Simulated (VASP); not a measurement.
Input:

```
CELL_PARAMETERS angstrom
      4.31184     0.00000     0.00000
      0.00000     4.31184     0.00000
      0.00000     0.00000     2.74838
ATOMIC_POSITIONS crystal
  Si 0.00000 0.00000 0.00000
  Si 0.50000 0.50000 0.50000
  O  0.30657 0.30657 0.00000
  O  0.80657 0.19343 0.50000
  O  0.19343 0.80657 0.50000
  O  0.69343 0.69343 0.00000
```

Calculation: PW91 GGA, VASP's PBE PAW potentials (set 64) (plane waves; VASP). Settings: 520 eV cut-off, 5×5×8 Γ-centred mesh, Gaussian smearing of 0.050 eV, potentials Si O.

Problem. The ions and cell shape at fixed volume are relaxed. Which structure does the run end with?

Solution. 
```
CELL_PARAMETERS angstrom
      4.33941     0.00000     0.00000
      0.00000     4.33941     0.00000
      0.00000     0.00000     2.71357
ATOMIC_POSITIONS crystal
  Si 0.00000 0.00000 0.00000
  Si 0.50000 0.50000 0.50000
  O  0.31003 0.31003 0.00000
  O  0.81003 0.18997 0.50000
  O  0.18997 0.81003 0.50000
  O  0.68997 0.68997 0.00000
```
Space group P4_2/mnm (136), at a tolerance of 0.03 Å.

Problem. How much energy does the relaxation gain?

Solution. The energy (σ→0) changes by -4.1 meV/atom, in 5 ionic steps.

The compound is SiO2 in the rutile structure, stishovite, a high-pressure form. This cell is one point of a volume scan, at 1.06 of the reference volume. Symmetry was kept, so distortions that lower it aren't found.
